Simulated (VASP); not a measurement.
```yaml
crystal:
  lattice:
    - [0.00000, 2.26667, 2.26667]
    - [2.26667, 0.00000, 2.26667]
    - [2.26667, 2.26667, 0.00000]
  atoms:
    - { symbol: Hf, position: [0.00000, 0.00000, 0.00000] }
    - { symbol: N, position: [0.50000, 0.50000, 0.50000] }
```

These are optB88-vdW, VASP's PBE PAW potentials (set 64) (plane waves; VASP 6.6.1) values and carry that method's errors. Numerical set-up: 520 eV cut-off, 14×14×14 Γ-centred mesh, first-order Methfessel-Paxton smearing of 0.10 eV, potentials Hf_pv N.

Unless said otherwise, spin-orbit coupling is left out, though it shifts the bands of the heavy elements here.

Task: Predict the energy per atom (σ→0), band gap (on the k-mesh) with the smallest direct gap where there is one.

Result: 
The band gap (on the k-mesh) is none (metal, semimetal or under 0.01 eV) and the energy per atom (σ→0) comes out as -9.010 eV/atom.

Total energies compare only between runs with the same potentials, cut-off and functional.

The compound is HfN in the rock salt structure. It was relaxed first. The electron count is odd and the run is not spin-polarised, which forces a metal.
